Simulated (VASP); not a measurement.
Data:

```
Mg2Ge
1.0
    0.00000     3.18641     3.18641
    3.18641     0.00000     3.18641
    3.18641     3.18641     0.00000
Mg Ge
2 1
Direct
  0.25000   0.25000   0.25000
  0.75000   0.75000   0.75000
  0.00000   0.00000   0.00000
```

Calculation: optB86b-vdW, VASP's PBE PAW potentials (set 64) (plane waves; VASP 6.6.1). Settings: 520 eV cut-off, Gaussian smearing of 0.050 eV, potentials Mg Ge_d.

Q: Predict the band gap (along the path) with the smallest direct gap where there is one.

A: 
- band gap (along the path) = 0.19 eV
- smallest direct gap (along the path) = 1.10 eV

The compound is Mg2Ge in the antifluorite structure. It was relaxed first.
